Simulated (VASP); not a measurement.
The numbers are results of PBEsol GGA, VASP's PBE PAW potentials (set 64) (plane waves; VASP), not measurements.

VASP ran on this input.

**KPOINTS**
```
Automatic mesh
0
Gamma
8 8 7
0 0 0
```

**POSCAR**
```
SnO
1.0
  3.6914579293   0.0000000000   0.0000000000
  0.0000000000   3.6914579293   0.0000000000
  0.0000000000   0.0000000000   4.2896126478
Sn O
2 2
Cart
  1.8457289646   0.0000000000   3.1248055058
  0.0000000000   1.8457289646   1.1648071420
  1.8457289646   1.8457289646   0.0000000000
  0.0000000000   0.0000000000   0.0000000000
```

**INCAR**
```
SYSTEM  =  SnO
PREC  =  Accurate; ENCUT  =  620; LREAL  =  .FALSE.
LASPH  =  .TRUE.
EDIFF  =  1E-6; NELM  =  100; ALGO  =  Normal
LMAXMIX  =  4
ISMEAR  =  1; SIGMA  =  0.1
GGA  =  PS
IBRION  =  2; NSW  =  40; ISIF  =  3
EDIFFG  =  -0.02; PSTRESS  =  200
LWAVE  =  .FALSE.; LCHARG  =  .FALSE.
```

POTCAR, in this order: Sn_d O (PBE.64 set). Program: vasp_std.

What VASP printed:

OUTCAR:
```
 ion  position               nearest neighbor table
   1  0.500  0.000  0.728-   3 2.18   4 2.18   3 2.18   4 2.18   2 3.26   2 3.26   2 3.26   2 3.26
                             2 3.50   2 3.50   2 3.50   2 3.50
   2  0.000  0.500  0.272-   3 2.18   4 2.18   4 2.18   3 2.18   1 3.26   1 3.26   1 3.26   1 3.26
                             1 3.50   1 3.50   1 3.50   1 3.50
   3  0.500  0.500  0.000-   1 2.18   2 2.18   1 2.18   2 2.18
   4  0.000  0.000  0.000-   1 2.18   2 2.18   2 2.18   1 2.18
  LATTYP: Found a simple tetragonal cell.
 ALAT       =     3.6914579293
 C/A-ratio  =     1.1620375282
 Subroutine PRICEL returns:
 Original cell was already a primitive cell.
 Subroutine GETGRP returns: Found 16 space group operations
The static configuration has the point symmetry D_2d.
 The point group associated with its full space group is D_4h.
The dynamic configuration has the point symmetry D_2d.
 Subroutine INISYM returns: Found 16 space group operations
 Subroutine IBZKPT returns following result:
 Found     60 irreducible k-points:

 Following reciprocal coordinates:
            Coordinates               Weight
  0.000000  0.000000  0.000000      1.000000
  0.125000  0.000000  0.000000      4.000000
  0.250000  0.000000  0.000000      4.000000
  0.375000  0.000000  0.000000      4.000000
  0.500000  0.000000  0.000000      2.000000
  0.125000  0.125000  0.000000      4.000000
  0.250000  0.125000  0.000000      8.000000
  0.375000  0.125000  0.000000      8.000000
  0.500000  0.125000  0.000000      4.000000
  0.250000  0.250000  0.000000      4.000000
  0.375000  0.250000  0.000000      8.000000
  0.500000  0.250000  0.000000      4.000000
  0.375000  0.375000  0.000000      4.000000
  0.500000  0.375000  0.000000      4.000000
  0.500000  0.500000  0.000000      1.000000
  0.000000  0.000000  0.142857      2.000000
  0.125000  0.000000  0.142857      8.000000
  0.250000  0.000000  0.142857      8.000000
  0.375000  0.000000  0.142857      8.000000
  0.500000  0.000000  0.142857      4.000000
  0.125000  0.125000  0.142857      8.000000
  0.250000  0.125000  0.142857     16.000000
  0.375000  0.125000  0.142857     16.000000
  0.500000  0.125000  0.142857      8.000000
  0.250000  0.250000  0.142857      8.000000
  0.375000  0.250000  0.142857     16.000000
  0.500000  0.250000  0.142857      8.000000
  0.375000  0.375000  0.142857      8.000000
  0.500000  0.375000  0.142857      8.000000
  0.500000  0.500000  0.142857      2.000000
  0.000000  0.000000  0.285714      2.000000
  0.125000  0.000000  0.285714      8.000000
  0.250000  0.000000  0.285714      8.000000
  0.375000  0.000000  0.285714      8.000000
  0.500000  0.000000  0.285714      4.000000
  0.125000  0.125000  0.285714      8.000000
  0.250000  0.125000  0.285714     16.000000
  0.375000  0.125000  0.285714     16.000000
  0.500000  0.125000  0.285714      8.000000
  0.250000  0.250000  0.285714      8.000000
   k-points           NKPTS =     60   k-points in BZ     NKDIM =     60   number of bands    NBANDS=     24
   number of dos      NEDOS =    301   number of ions     NIONS =      4
   total plane-waves  NPLWV =  32400
   dimension x,y,z NGX =    30 NGY =   30 NGZ =   36
   dimension x,y,z NGXF=    60 NGYF=   60 NGZF=   72
   ions per type =               2   2
   PREC   = accura    normal or accurate (medium, high low for compatibility)
   ISTART =      0    job   : 0-new  1-cont  2-samecut
   ICHARG =      2    charge: 1-file 2-atom 10-const
   ISPIN  =      1    spin polarized calculation?
   LNONCOLLINEAR =      F non collinear calculations
   LSORBIT =      F    spin-orbit coupling
   INIWAV =      1    electr: 0-lowe 1-rand  2-diag
...
```

**OSZICAR**
```
...
DAV:  10    -0.239546048922E+02   -0.11680E-02   -0.14897E-02  4456   0.133E+00    0.163E-01
DAV:  11    -0.239539761251E+02    0.62877E-03   -0.35344E-03  4488   0.669E-01    0.195E-02
DAV:  12    -0.239540289614E+02   -0.52836E-04   -0.53332E-04  3032   0.147E-01    0.328E-02
DAV:  13    -0.239540156172E+02    0.13344E-04   -0.52042E-05  4432   0.722E-02    0.480E-03
DAV:  14    -0.239540157952E+02   -0.17797E-06   -0.41663E-06  3056   0.131E-02
   1 F= -.16657201E+02 E0= -.16656957E+02  d E =-.166572E+02
       N       E                     dE             d eps       ncg     rms          rms(c)
DAV:   1    -0.297764198466E+02   -0.58224E+01   -0.13781E+02  3648   0.186E+02    0.169E+01
DAV:   2    -0.239326841191E+02    0.58437E+01   -0.16226E+01  3976   0.629E+01    0.582E+00
DAV:   3    -0.230595545966E+02    0.87313E+00   -0.22168E+00  3992   0.356E+01    0.182E+00
DAV:   4    -0.229494714433E+02    0.11008E+00   -0.37423E-01  4336   0.138E+01    0.482E-01
DAV:   5    -0.229516121395E+02   -0.21407E-02   -0.10656E-01  3792   0.310E+00    0.270E-01
DAV:   6    -0.229482280882E+02    0.33841E-02   -0.79829E-03  3744   0.778E-01    0.950E-02
DAV:   7    -0.229482824397E+02   -0.54352E-04   -0.10147E-03  3984   0.413E-01    0.844E-02
DAV:   8    -0.229482351433E+02    0.47296E-04   -0.45123E-04  3960   0.458E-01    0.306E-02
DAV:   9    -0.229482311227E+02    0.40207E-05   -0.47926E-05  4296   0.802E-02    0.164E-02
DAV:  10    -0.229482265588E+02    0.45639E-05   -0.14157E-05  3368   0.443E-02    0.162E-03
DAV:  11    -0.229482264456E+02    0.11325E-06   -0.25572E-06  2496   0.139E-02
   2 F= -.16572059E+02 E0= -.16571720E+02  d E =0.851421E-01
       N       E                     dE             d eps       ncg     rms          rms(c)
DAV:   1    -0.256758197025E+02   -0.27276E+01   -0.49820E+01  3616   0.143E+02    0.878E+00
DAV:   2    -0.239971941443E+02    0.16786E+01   -0.46906E+00  3808   0.300E+01    0.323E+00
DAV:   3    -0.236881267059E+02    0.30907E+00   -0.67990E-01  3704   0.183E+01    0.920E-01
DAV:   4    -0.236521664189E+02    0.35960E-01   -0.12385E-01  4600   0.749E+00    0.238E-01
DAV:   5    -0.236514975962E+02    0.66882E-03   -0.27928E-02  3864   0.161E+00    0.104E-01
DAV:   6    -0.236499879019E+02    0.15097E-02   -0.22042E-03  3928   0.509E-01    0.499E-02
DAV:   7    -0.236500088744E+02   -0.20973E-04   -0.26234E-04  3432   0.158E-01    0.399E-02
DAV:   8    -0.236499767577E+02    0.32117E-04   -0.11760E-04  3872   0.209E-01    0.738E-03
DAV:   9    -0.236499774681E+02   -0.71034E-06   -0.20774E-05  4136   0.347E-02    0.561E-03
DAV:  10    -0.236499777740E+02   -0.30591E-06   -0.36502E-06  2632   0.211E-02
   3 F= -.16767932E+02 E0= -.16767901E+02  d E =-.110731E+00
       N       E                     dE             d eps       ncg     rms          rms(c)
DAV:   1    -0.236822717230E+02   -0.32294E-01   -0.17822E+01  3976   0.352E+01    0.260E+00
DAV:   2    -0.235839538465E+02    0.98318E-01   -0.83665E-01  4200   0.977E+00    0.891E-01
DAV:   3    -0.235595178497E+02    0.24436E-01   -0.59943E-02  3760   0.600E+00    0.323E-01
DAV:   4    -0.235566360008E+02    0.28818E-02   -0.16080E-02  4496   0.233E+00    0.115E-01
DAV:   5    -0.235566795108E+02   -0.43510E-04   -0.35111E-03  3528   0.568E-01    0.549E-02
DAV:   6    -0.235566413781E+02    0.38133E-04   -0.13452E-04  4688   0.145E-01    0.257E-02
DAV:   7    -0.235566440795E+02   -0.27015E-05   -0.29876E-05  5288   0.699E-02    0.130E-02
DAV:   8    -0.235566433906E+02    0.68893E-06   -0.14954E-05  4304   0.427E-02    0.238E-03
DAV:   9    -0.235566432738E+02    0.11676E-06   -0.52879E-07  1528   0.108E-02
   4 F= -.16813752E+02 E0= -.16813457E+02  d E =-.458203E-01
       N       E                     dE             d eps       ncg     rms          rms(c)
DAV:   1    -0.235330825005E+02    0.23561E-01   -0.13580E+00  4536   0.103E+01    0.693E-01
DAV:   2    -0.235237477673E+02    0.93347E-02   -0.42053E-02  4304   0.264E+00    0.232E-01
DAV:   3    -0.235219933819E+02    0.17544E-02   -0.38573E-03  3896   0.155E+00    0.757E-02
DAV:   4    -0.235217942670E+02    0.19911E-03   -0.88901E-04  4488   0.573E-01    0.210E-02
DAV:   5    -0.235217971848E+02   -0.29178E-05   -0.21111E-04  3456   0.143E-01    0.884E-03
DAV:   6    -0.235217966055E+02    0.57938E-06   -0.87451E-06  4392   0.341E-02
   5 F= -.16815965E+02 E0= -.16815698E+02  d E =-.480332E-01
       N       E                     dE             d eps       ncg     rms          rms(c)
DAV:   1    -0.235456412941E+02   -0.23844E-01   -0.26630E-01  4128   0.602E+00    0.499E-01
DAV:   2    -0.235421619812E+02    0.34793E-02   -0.11959E-02  4176   0.171E+00    0.265E-01
DAV:   3    -0.235404684887E+02    0.16935E-02   -0.20800E-03  4064   0.114E+00    0.664E-02
DAV:   4    -0.235404156842E+02    0.52804E-04   -0.68102E-04  4160   0.255E-01    0.213E-02
DAV:   5    -0.235404086706E+02    0.70137E-05   -0.60633E-05  3584   0.145E-01    0.764E-03
DAV:   6    -0.235404084038E+02    0.26674E-06   -0.45322E-06  2824   0.452E-02
   6 F= -.16817388E+02 E0= -.16817083E+02  d E =-.142329E-02
       N       E                     dE             d eps       ncg     rms          rms(c)
DAV:   1    -0.235471808760E+02   -0.67722E-02   -0.32692E-02  4160   0.209E+00    0.175E-01
DAV:   2    -0.235467533355E+02    0.42754E-03   -0.14406E-03  4184   0.593E-01    0.926E-02
DAV:   3    -0.235465460299E+02    0.20731E-03   -0.24686E-04  4008   0.394E-01    0.236E-02
DAV:   4    -0.235465378702E+02    0.81597E-05   -0.81648E-05  4176   0.884E-02    0.743E-03
DAV:   5    -0.235465364677E+02    0.14025E-05   -0.74346E-06  3200   0.501E-02    0.271E-03
DAV:   6    -0.235465364058E+02    0.61869E-07   -0.37608E-07  1496   0.152E-02
   7 F= -.16817518E+02 E0= -.16817204E+02  d E =-.155292E-02
       N       E                     dE             d eps       ncg     rms          rms(c)
DAV:   1    -0.235283713981E+02    0.18165E-01   -0.29566E-01  3528   0.742E+00    0.619E-01
DAV:   2    -0.235216120881E+02    0.67593E-02   -0.25327E-02  3888   0.201E+00    0.283E-01
DAV:   3    -0.235198156947E+02    0.17964E-02   -0.30384E-03  3768   0.124E+00    0.109E-01
DAV:   4    -0.235195448566E+02    0.27084E-03   -0.75134E-04  4360   0.460E-01    0.230E-02
DAV:   5    -0.235195466660E+02   -0.18094E-05   -0.19729E-04  4184   0.195E-01    0.109E-02
DAV:   6    -0.235195449991E+02    0.16669E-05   -0.20794E-05  4344   0.511E-02    0.499E-03
DAV:   7    -0.235195451645E+02   -0.16546E-06   -0.14455E-06  1912   0.114E-02
   8 F= -.16817877E+02 E0= -.16817548E+02  d E =-.358712E-03
       N       E                     dE             d eps       ncg     rms          rms(c)
DAV:   1    -0.235297738905E+02   -0.10229E-01   -0.33161E-02  3544   0.251E+00    0.207E-01
DAV:   2    -0.235290207411E+02    0.75315E-03   -0.28598E-03  4000   0.672E-01    0.942E-02
DAV:   3    -0.235288195117E+02    0.20123E-03   -0.31904E-04  3784   0.404E-01    0.366E-02
DAV:   4    -0.235287853730E+02    0.34139E-04   -0.82790E-05  4328   0.156E-01    0.753E-03
DAV:   5    -0.235287836983E+02    0.16748E-05   -0.22296E-05  4240   0.667E-02    0.351E-03
DAV:   6    -0.235287834065E+02    0.29181E-06   -0.15903E-06  1712   0.168E-02
   9 F= -.16817994E+02 E0= -.16817669E+02  d E =-.475928E-03
       N       E                     dE             d eps       ncg     rms          rms(c)
DAV:   1    -0.235272006292E+02    0.15831E-02   -0.13079E-02  3848   0.856E-01    0.617E-02
DAV:   2    -0.235271551927E+02    0.45437E-04   -0.33283E-04  3992   0.218E-01    0.332E-02
DAV:   3    -0.235271298256E+02    0.25367E-04   -0.37253E-05  4000   0.127E-01    0.101E-02
DAV:   4    -0.235271288970E+02    0.92860E-06   -0.11571E-05  4056   0.366E-02    0.279E-03
DAV:   5    -0.235271290622E+02   -0.16525E-06   -0.87124E-07  1552   0.145E-02
  10 F= -.16818035E+02 E0= -.16817709E+02  d E =-.412799E-04
```

OUTCAR:
```
------------------------ aborting loop because EDIFF is reached ----------------------------------------
  FORCE on cell =-STRESS in cart. coord.  units (eV):
  Direction    XX          YY          ZZ          XY          YZ          ZX
  --------------------------------------------------------------------------------------
  Total        6.7118625      6.7118625      6.7101047      0.0000000     -0.0000000      0.0000000
  in kB      200.0825320    200.0825320    200.0301312      0.0000000     -0.0000000      0.0000000
  external PRESSURE =       0.0650650 kB  Pullay stress =     200.0000000 kB
  volume of cell :       53.75
      direct lattice vectors                 reciprocal lattice vectors
     3.603503855  0.000000000  0.000000000     0.277507681  0.000000000  0.000000000
     0.000000000  3.603503855  0.000000000     0.000000000  0.277507681  0.000000000
     0.000000000 -0.000000000  4.138990978     0.000000000  0.000000000  0.241604779
 POSITION                                       TOTAL-FORCE (eV/Angst)
 -----------------------------------------------------------------------------------
      1.80175     -0.00000      2.96399        -0.000000      0.000000     -0.010766
      0.00000      1.80175      1.17500         0.000000     -0.000000      0.010766
      1.80175      1.80175      0.00000        -0.000000      0.000000      0.000000
      0.00000      0.00000      0.00000         0.000000     -0.000000      0.000000
 -----------------------------------------------------------------------------------
    total drift:                                0.000000      0.000000     -0.000000
  FREE ENERGIE OF THE ION-ELECTRON SYSTEM (eV)
  ---------------------------------------------------
  free  energy   TOTEN  =       -23.5271290622 eV

  energy  without entropy=      -23.5261498530  energy(sigma->0) =      -23.52680266
  enthalpy is  TOTEN    =       -16.8180350887 eV   P V=        6.7090939735

 reached required accuracy - stopping structural energy minimisation
```
(Selected blocks of OUTCAR.)

**CONTCAR**
```
SnO
   1.00000000000000
     3.6035038549822835    0.0000000000000000    0.0000000000000000
     0.0000000000000000    3.6035038549822835    0.0000000000000000
     0.0000000000000000   -0.0000000000000000    4.1389909782288781
  Sn              O
     2     2
Direct
     0.5000000000000000    0.0000000000000000    0.7161145129505664
     0.0000000000000000    0.5000000000000000    0.2838854870494334
     0.5000000000000000    0.5000000000000000    0.0000000000000000
     0.0000000000000000    0.0000000000000000    0.0000000000000000
```

Energy and stress use the plane-wave basis of the starting cell. Without a dispersion term in the relaxation, distances and binding between the weakly bound layers, chains or molecules are unreliable, and so is what depends on them.

The compound is SnO in the litharge structure. This run relaxes it under an external pressure of 20 GPa. Symmetry was kept, so distortions that lower it aren't found.
